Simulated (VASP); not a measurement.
Data:

```
CELL_PARAMETERS angstrom
      0.00000     2.95902     2.95902
      2.95902     0.00000     2.95902
      2.95902     2.95902     0.00000
ATOMIC_POSITIONS crystal
  Pb 0.00000 0.00000 0.00000
  S  0.50000 0.50000 0.50000
```

Level of theory: vdW-DF-cx, VASP's PBE PAW potentials (set 64) (plane waves; VASP). Settings: 520 eV cut-off, Gaussian smearing of 0.050 eV, potentials Pb_d S.

Unless said otherwise, spin-orbit coupling is left out, though it shifts the bands of the heavy elements here.

Give the energies of bands 7 to 13 at the high-symmetry points, in eV from the valence-band maximum.

| band | Γ | X | U | L | W |
|---|---|---|---|---|---|
| 7 | -6.06 | -7.27 | -8.06 | -8.94 | -8.03 |
| 8 | -2.19 | -5.27 | -4.84 | -1.78 | -4.48 |
| 9 | -2.19 | -3.48 | -2.97 | -1.78 | -4.48 |
| 10 | -2.19 | -3.48 | -2.52 | 0.00 | -1.03 |
| 11 | 5.17 | 3.80 | 3.30 | 0.30 | 2.14 |
| 12 | 5.17 | 5.57 | 4.11 | 1.91 | 4.64 |
| 13 | 5.17 | 5.66 | 5.04 | 1.91 | 4.64 |

The gap is direct, 0.30 eV, from the valence maximum at L to the conduction minimum at L.

Measured: gap 0.37 eV (computed value off by -0.07 eV), as given by Wikipedia, List of semiconductor materials.

The compound is PbS in the rock salt structure. It was relaxed first.
